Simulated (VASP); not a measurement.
Consider the following.

```yaml
crystal:
  lattice:
    - [0.00000, 2.89681, 2.89681]
    - [2.89681, 0.00000, 2.89681]
    - [2.89681, 2.89681, 0.00000]
  atoms:
    - { symbol: Ca, position: [0.00000, 0.00000, 0.00000] }
    - { symbol: S, position: [0.50000, 0.50000, 0.50000] }
```

Computed with optB88-vdW, VASP's PBE PAW potentials (set 64) (plane waves; VASP). Numerical set-up: 520 eV cut-off, 8×8×8 Γ-centred mesh, Gaussian smearing of 0.050 eV, potentials Ca_sv S.

Question: Predict the energy per atom (σ→0), pressure, band gap (on the k-mesh) with the smallest direct gap where there is one.

Answer: 
```yaml
band gap (on the k-mesh): 2.47 eV
smallest direct gap (on the k-mesh): 3.24 eV
energy per atom (σ→0): -3.342 eV/atom
pressure: -3.17 GPa
```

Total energies compare only between runs with the same potentials, cut-off and functional.

The compound is CaS in the rock salt structure. This cell is one point of a volume scan, at 1.06 of the reference volume.
